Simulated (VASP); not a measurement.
Output of a VASP run:

### OSZICAR
```
       N       E                     dE             d eps       ncg     rms          rms(c)
DAV:   1     0.280444474809E+02    0.28044E+02   -0.41765E+03  8576   0.872E+02
DAV:   2    -0.909043059164E+01   -0.37135E+02   -0.36004E+02 12959   0.120E+02
DAV:   3    -0.102358251201E+02   -0.11454E+01   -0.11398E+01 10079   0.254E+01
DAV:   4    -0.102415528783E+02   -0.57278E-02   -0.57261E-02 10840   0.184E+00
DAV:   5    -0.102415643689E+02   -0.11491E-04   -0.11490E-04  9702   0.753E-02    0.346E+00
DAV:   6    -0.102224959432E+02    0.19068E-01   -0.50656E-03  9575   0.506E-01    0.206E+00
DAV:   7    -0.102119351179E+02    0.10561E-01   -0.10857E-02  9198   0.765E-01    0.667E-02
DAV:   8    -0.102119614879E+02   -0.26370E-04   -0.20412E-04  8943   0.114E-01    0.212E-02
DAV:   9    -0.102119724709E+02   -0.10983E-04   -0.22789E-05 10326   0.368E-02    0.883E-03
DAV:  10    -0.102119718558E+02    0.61506E-06   -0.20361E-06  9946   0.949E-03    0.280E-03
DAV:  11    -0.102119717771E+02    0.78733E-07   -0.27683E-07  8762   0.401E-03
   1 F= -.10211972E+02 E0= -.10211998E+02  d E =-.102120E+02
       N       E                     dE             d eps       ncg     rms          rms(c)
DAV:   1    -0.102125516537E+02   -0.57980E-03   -0.25150E-02  8952   0.101E+00    0.421E-02
DAV:   2    -0.102125953007E+02   -0.43647E-04   -0.69429E-04 10260   0.203E-01    0.129E-02
DAV:   3    -0.102125920101E+02    0.32905E-05   -0.80138E-06 10127   0.202E-02    0.619E-03
DAV:   4    -0.102125908862E+02    0.11239E-05   -0.14380E-06 10580   0.739E-03    0.173E-03
DAV:   5    -0.102125907458E+02    0.14043E-06   -0.52009E-08  4856   0.191E-03    0.458E-04
DAV:   6    -0.102125907261E+02    0.19664E-07   -0.60126E-09  4415   0.637E-04
   2 F= -.10212591E+02 E0= -.10212618E+02  d E =-.618949E-03
       N       E                     dE             d eps       ncg     rms          rms(c)
DAV:   1    -0.102126312889E+02   -0.40543E-04   -0.37637E-03  8954   0.388E-01    0.163E-02
DAV:   2    -0.102126375883E+02   -0.62994E-05   -0.10388E-04 10249   0.784E-02    0.498E-03
DAV:   3    -0.102126368908E+02    0.69751E-06   -0.11870E-06 10117   0.778E-03    0.237E-03
DAV:   4    -0.102126365549E+02    0.33585E-06   -0.21035E-07  8612   0.284E-03    0.647E-04
DAV:   5    -0.102126365017E+02    0.53215E-07   -0.99203E-09  4407   0.836E-04
   3 F= -.10212637E+02 E0= -.10212664E+02  d E =-.664725E-03
       N       E                     dE             d eps       ncg     rms          rms(c)
DAV:   1    -0.102126366281E+02   -0.73190E-07   -0.19467E-05  8938   0.279E-02    0.119E-03
DAV:   2    -0.102126366956E+02   -0.67501E-07   -0.54281E-07 10127   0.567E-03
   4 F= -.10212637E+02 E0= -.10212664E+02  d E =-.664919E-03
       N       E                     dE             d eps       ncg     rms          rms(c)
DAV:   1    -0.102126534442E+02   -0.16816E-04   -0.68727E-04  9044   0.160E-01    0.560E-03
DAV:   2    -0.102126549418E+02   -0.14976E-05   -0.16940E-05  9556   0.318E-02    0.224E-03
DAV:   3    -0.102126549523E+02   -0.10587E-07   -0.85147E-08  9238   0.246E-03
   5 F= -.10212655E+02 E0= -.10212682E+02  d E =-.182567E-04
```

**OUTCAR**
```
------------------------ aborting loop because EDIFF is reached ----------------------------------------
  FORCE on cell =-STRESS in cart. coord.  units (eV):
  Direction    XX          YY          ZZ          XY          YZ          ZX
  --------------------------------------------------------------------------------------
  Total        0.1329024      0.5812102      0.4850767      0.0000000      0.0000000      0.0088298
  in kB        5.1988693     22.7357597     18.9752100      0.0000000      0.0000000      0.3454051
  external PRESSURE =      15.6366130 kB  Pullay stress =       0.0000000 kB
  volume of cell :       40.96
      direct lattice vectors                 reciprocal lattice vectors
     3.534291103 -1.875528704 -0.053292283     0.139698928 -0.266591494 -0.117527743
     3.534291103  1.875528704 -0.053292283     0.139698928  0.266591494 -0.117527743
     2.566557804  0.000000000  3.050729673     0.004880717  0.000000000  0.323684319
 POSITION                                       TOTAL-FORCE (eV/Angst)
 -----------------------------------------------------------------------------------
      2.22586      0.00000      0.68324        -0.004501      0.000000      0.007185
      7.40928      0.00000      2.26090         0.004501      0.000000     -0.007185
 -----------------------------------------------------------------------------------
    total drift:                                0.000000      0.000000     -0.000000
  FREE ENERGIE OF THE ION-ELECTRON SYSTEM (eV)
  ---------------------------------------------------
  free  energy   TOTEN  =       -10.2126549523 eV

  energy  without entropy=      -10.2127375143  energy(sigma->0) =      -10.21268247

 reached required accuracy - stopping structural energy minimisation
```
(Selected blocks of OUTCAR.)

File POSCAR:
```
As
1
    3.5342911030    -1.8755287045    -0.0532922831
    3.5342911030     1.8755287045    -0.0532922831
    2.5665578036     0.0000000000     3.0507296731
As
2
Direct
  0.2304979450   0.2304979450   0.2304979450
  0.7695020550   0.7695020550   0.7695020550
```

Task: Write an INCAR and KPOINTS that could have produced this output.

Result: Several could match; the one computed here: the input of the run itself, PBEsol GGA, plane waves, VASP's PBE PAW potentials (set 64).

INCAR:
```
! general
SYSTEM  = As
PREC    = Accurate
ENCUT   = 480
LREAL   = .FALSE.
LASPH   = .TRUE.

! electronic loop
EDIFF   = 1E-7
NELM    = 100
ALGO    = Normal
LMAXMIX = 4

! smearing
ISMEAR  = 1
SIGMA   = 0.1

! functional
GGA     = PS

! ions
IBRION  = 2
NSW     = 30
ISIF    = 2
EDIFFG  = -0.01

! output
LWAVE   = .FALSE.
LCHARG  = .FALSE.
```

File KPOINTS:
```
Automatic mesh
0
Gamma
12 12 12
0 0 0
```

POTCAR, in this order: As (PBE.64 set). Program: vasp_std.

The compound is As in the a7 structure. This cell was strained or had an atom moved on purpose. Symmetry was kept, so distortions that lower it aren't found.
